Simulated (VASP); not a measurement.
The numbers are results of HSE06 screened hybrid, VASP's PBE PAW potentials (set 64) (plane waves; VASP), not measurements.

Input for VASP

File KPOINTS:
```
Automatic mesh
0
Gamma
 2 2 2
0 0 0
```

### INCAR
```
SYSTEM = Tc
PREC = Accurate
ENCUT = 400
EDIFF = 1E-6
NELM = 100
ALGO = Normal
LREAL = .FALSE.
LASPH = .TRUE.
ISMEAR = 1
SIGMA = 0.1
GGA = PE
LMAXMIX = 4
LWAVE = .FALSE.
LCHARG = .FALSE.
ISIF = 2
HFSCREEN = 0.2
AEXX = 0.25
LHFCALC = .TRUE.
PRECFOCK = Fast
ISYM = 3
```

POSCAR:
```
Tc
1
    1.3974000000    -2.4203680000     0.0000000000
    1.3974000000     2.4203680000     0.0000000000
    0.0000000000     0.0000000000     4.4778000000
Tc
2
Direct
  0.3333330000   0.6666670000   0.2500000000
  0.6666670000   0.3333330000   0.7500000000
```

POTCAR, in this order: Tc_pv (PBE.64 set). Program: vasp_std.

What VASP printed:

### OSZICAR
```
       N       E                     dE             d eps       ncg     rms          rms(c)
DAV:   1    -0.135032259224E+04   -0.13503E+04   -0.15107E+04   144   0.129E+03
DAV:   2    -0.163443374836E+04   -0.28411E+03   -0.28110E+03   139   0.411E+02
DAV:   3    -0.164202513024E+04   -0.75914E+01   -0.75420E+01   185   0.735E+01
DAV:   4    -0.164206550532E+04   -0.40375E-01   -0.40361E-01   139   0.595E+00
DAV:   5    -0.260927194356E+02    0.16160E+04   -0.10166E+01   144   0.367E+01    0.240E+01
DAV:   6    -0.250930588545E+02    0.99966E+00   -0.10385E+00   136   0.114E+01    0.108E+01
DAV:   7    -0.249122632909E+02    0.18080E+00   -0.59881E-01   144   0.739E+00    0.388E+00
DAV:   8    -0.249022779335E+02    0.99854E-02   -0.91699E-02   144   0.243E+00    0.150E+00
DAV:   9    -0.248999625519E+02    0.23154E-02   -0.91413E-03   154   0.638E-01    0.740E-01
DAV:  10    -0.248988939656E+02    0.10686E-02   -0.15957E-03   145   0.311E-01    0.445E-01
DAV:  11    -0.248985848040E+02    0.30916E-03   -0.46935E-04   145   0.191E-01    0.281E-01
DAV:  12    -0.248985217910E+02    0.63013E-04   -0.14250E-04   153   0.110E-01    0.176E-01
DAV:  13    -0.248985172679E+02    0.45231E-05   -0.44890E-05   146   0.665E-02    0.107E-01
DAV:  14    -0.248985325115E+02   -0.15244E-04   -0.15347E-05   146   0.404E-02    0.645E-02
DAV:  15    -0.248985470413E+02   -0.14530E-04   -0.53383E-06   135   0.223E-02    0.387E-02
DAV:  16    -0.248985628234E+02   -0.15782E-04   -0.28388E-06   100   0.914E-03    0.234E-02
DAV:  17    -0.248985770829E+02   -0.14259E-04   -0.38604E-06    93   0.156E-02    0.142E-02
DAV:  18    -0.248985926621E+02   -0.15579E-04   -0.54960E-06    95   0.232E-02    0.908E-03
DAV:  19    -0.248986127309E+02   -0.20069E-04   -0.65047E-06   104   0.251E-02    0.597E-03
DAV:  20    -0.248986338819E+02   -0.21151E-04   -0.66790E-06   110   0.231E-02    0.379E-03
DAV:  21    -0.248986564878E+02   -0.22606E-04   -0.63811E-06   100   0.172E-02    0.206E-03
DAV:  22    -0.248986712852E+02   -0.14797E-04   -0.59639E-06   100   0.105E-02    0.133E-03
DAV:  23    -0.248986793252E+02   -0.80400E-05   -0.51267E-06   100   0.783E-03    0.161E-03
DAV:  24    -0.248986825089E+02   -0.31837E-05   -0.40830E-06   100   0.106E-02    0.189E-03
DAV:  25    -0.248986835255E+02   -0.10166E-05   -0.29688E-06    84   0.972E-03    0.188E-03
DAV:  26    -0.248986843731E+02   -0.84755E-06   -0.20629E-06    84   0.804E-03
   1 F= -.24898684E+02 E0= -.24900353E+02  d E =0.500707E-02
```

File OUTCAR:
```
------------------------ aborting loop because EDIFF is reached ----------------------------------------
  FORCE on cell =-STRESS in cart. coord.  units (eV):
  Direction    XX          YY          ZZ          XY          YZ          ZX
  --------------------------------------------------------------------------------------
  Total       -8.0447095     -8.0447109     -3.4861939      0.0000000      0.0000000     -0.0000000
  in kB     -425.5240600   -425.5241309   -184.4018583      0.0000000      0.0000000     -0.0000000
  external PRESSURE =    -345.1500164 kB  Pullay stress =       0.0000000 kB
  volume of cell :       30.29
      direct lattice vectors                 reciprocal lattice vectors
     1.397400000 -2.420368000  0.000000000     0.357807357 -0.206580156  0.000000000
     1.397400000  2.420368000  0.000000000     0.357807357  0.206580156  0.000000000
     0.000000000  0.000000000  4.477800000     0.000000000  0.000000000  0.223323954
 POSITION                                       TOTAL-FORCE (eV/Angst)
 -----------------------------------------------------------------------------------
      1.39740      0.80679      1.11945         0.000000      0.000000      0.000000
      1.39740     -0.80679      3.35835        -0.000000      0.000000     -0.000000
 -----------------------------------------------------------------------------------
    total drift:                                0.000001      0.000000     -0.000030
  FREE ENERGIE OF THE ION-ELECTRON SYSTEM (eV)
  ---------------------------------------------------
  free  energy   TOTEN  =       -24.8986843731 eV

  energy  without entropy=      -24.9036914411  energy(sigma->0) =      -24.90035340

  exchange ACFDT corr.  =         0.00000000  see jH, gK, PRB 81, 115126
```
(Selected blocks of OUTCAR.)

The compound is Tc in the hcp structure. The cell was not relaxed at this level. The k-mesh is coarse (spacing up to 1.30 per Å, 2π included), so the numbers may not be converged in it.
